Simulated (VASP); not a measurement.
Output of a VASP run:

OSZICAR:
```
       N       E                     dE             d eps       ncg     rms          rms(c)
DAV:   1     0.119638249195E+03    0.11964E+03   -0.75359E+03  2088   0.130E+03
DAV:   2    -0.292648536889E+01   -0.12256E+03   -0.11965E+03  2234   0.450E+02
DAV:   3    -0.791442347521E+01   -0.49879E+01   -0.47098E+01  3096   0.772E+01
DAV:   4    -0.820480722216E+01   -0.29038E+00   -0.28808E+00  2914   0.163E+01
DAV:   5    -0.821568136936E+01   -0.10874E-01   -0.10864E-01  3168   0.251E+00    0.715E+00
DAV:   6    -0.783857204469E+01    0.37711E+00   -0.74303E-01  3232   0.114E+01    0.254E+00
DAV:   7    -0.779648189393E+01    0.42090E-01   -0.21631E-01  3234   0.602E+00    0.914E-01
DAV:   8    -0.780100174739E+01   -0.45199E-02   -0.11718E-02  2378   0.162E+00    0.501E-02
DAV:   9    -0.780104873922E+01   -0.46992E-04   -0.90017E-04  3630   0.351E-01    0.425E-02
DAV:  10    -0.780106446483E+01   -0.15726E-04   -0.25688E-05  2564   0.757E-02    0.137E-02
DAV:  11    -0.780105848541E+01    0.59794E-05   -0.54547E-06  2358   0.446E-02    0.240E-03
DAV:  12    -0.780105838547E+01    0.99941E-07   -0.17124E-07  1236   0.698E-03
   1 F= -.78010584E+01 E0= -.78010707E+01  d E =-.780106E+01
       N       E                     dE             d eps       ncg     rms          rms(c)
DAV:   1    -0.789660925542E+01   -0.95551E-01   -0.29651E+00  2562   0.277E+01    0.259E+00
DAV:   2    -0.780539922192E+01    0.91210E-01   -0.21856E-01  3088   0.682E+00    0.710E-01
DAV:   3    -0.779543086408E+01    0.99684E-02   -0.70276E-02  3212   0.305E+00    0.422E-01
DAV:   4    -0.779757309211E+01   -0.21422E-02   -0.25680E-03  2988   0.520E-01    0.220E-01
DAV:   5    -0.779935109503E+01   -0.17780E-02   -0.53898E-03  3522   0.549E-01    0.900E-02
DAV:   6    -0.779932485465E+01    0.26240E-04   -0.12357E-04  2454   0.152E-01    0.145E-02
DAV:   7    -0.779932480579E+01    0.48851E-07   -0.22836E-05  3504   0.403E-02    0.480E-03
DAV:   8    -0.779932473129E+01    0.74506E-07   -0.31532E-07  1200   0.827E-03
   2 F= -.77993247E+01 E0= -.77994203E+01  d E =0.173365E-02
       N       E                     dE             d eps       ncg     rms          rms(c)
DAV:   1    -0.784126688037E+01   -0.41942E-01   -0.11997E+00  2556   0.176E+01    0.160E+00
DAV:   2    -0.780412999649E+01    0.37137E-01   -0.94156E-02  3104   0.443E+00    0.448E-01
DAV:   3    -0.780029902706E+01    0.38310E-02   -0.28644E-02  3206   0.191E+00    0.249E-01
DAV:   4    -0.780110730082E+01   -0.80827E-03   -0.89981E-04  2704   0.321E-01    0.144E-01
DAV:   5    -0.780189762181E+01   -0.79032E-03   -0.23250E-03  3422   0.339E-01    0.633E-02
DAV:   6    -0.780189816417E+01   -0.54235E-06   -0.39278E-05  2360   0.890E-02    0.235E-02
DAV:   7    -0.780189669245E+01    0.14717E-05   -0.94432E-06  2434   0.451E-02    0.270E-03
DAV:   8    -0.780189710216E+01   -0.40971E-06   -0.40303E-07  1236   0.618E-03
   3 F= -.78018971E+01 E0= -.78019420E+01  d E =-.838717E-03
```

OUTCAR:
```
------------------------ aborting loop because EDIFF is reached ----------------------------------------
  FORCE on cell =-STRESS in cart. coord.  units (eV):
  Direction    XX          YY          ZZ          XY          YZ          ZX
  --------------------------------------------------------------------------------------
  Total       -0.0006356     -0.0006356     -0.0006356      0.0000000      0.0000000     -0.0000000
  in kB       -0.0572046     -0.0572046     -0.0572046      0.0000000      0.0000000     -0.0000000
  external PRESSURE =      -0.0572046 kB  Pullay stress =       0.0000000 kB
  volume of cell :       17.80
      direct lattice vectors                 reciprocal lattice vectors
    -1.644847346  1.644847346  1.644847346     0.000000000  0.303979577  0.303979577
     1.644847346 -1.644847346  1.644847346     0.303979577  0.000000000  0.303979577
     1.644847346  1.644847346 -1.644847346     0.303979577  0.303979577  0.000000000
 POSITION                                       TOTAL-FORCE (eV/Angst)
 -----------------------------------------------------------------------------------
      0.00000      0.00000      0.00000         0.000000      0.000000      0.000000
 -----------------------------------------------------------------------------------
    total drift:                               -0.000000      0.000000      0.000000
  FREE ENERGIE OF THE ION-ELECTRON SYSTEM (eV)
  ---------------------------------------------------
  free  energy   TOTEN  =        -7.8018971022 eV

  energy  without entropy=       -7.8020318261  energy(sigma->0) =       -7.80194201

 reached required accuracy - stopping structural energy minimisation
```
(Selected blocks of OUTCAR.)

POSCAR:
```
Nb
1
   -1.6500000000     1.6500000000     1.6500000000
    1.6500000000    -1.6500000000     1.6500000000
    1.6500000000     1.6500000000    -1.6500000000
Nb
1
Direct
  0.0000000000   0.0000000000   0.0000000000
```

Task: Reconstruct the remaining input files.

Result: One answer among several that fit: the input of the run itself, rev-vdW-DF2, plane waves, VASP's PBE PAW potentials (set 64).

KPOINTS:
```
Automatic mesh
0
Gamma
14 14 14
0 0 0
```

INCAR:
```
SYSTEM = Nb
PREC = Accurate; ENCUT = 520; LREAL = .FALSE.
LASPH = .TRUE.
EDIFF = 1E-6; NELM = 100; ALGO = Normal
LMAXMIX = 4
ISMEAR = 1; SIGMA = 0.1
GGA = MK; LUSE_VDW = .TRUE.; AGGAC = 0.0
PARAM1 = 0.1234568; PARAM2 = 0.7114; ZAB_VDW = -1.8867
IBRION = 2; NSW = 60; ISIF = 3
EDIFFG = -0.01
LWAVE = .FALSE.; LCHARG = .FALSE.
```

POTCAR, in this order: Nb_sv (PBE.64 set). Program: vasp_std.

The compound is Nb in the bcc structure. This run relaxes it. Symmetry was kept, so distortions that lower it aren't found.
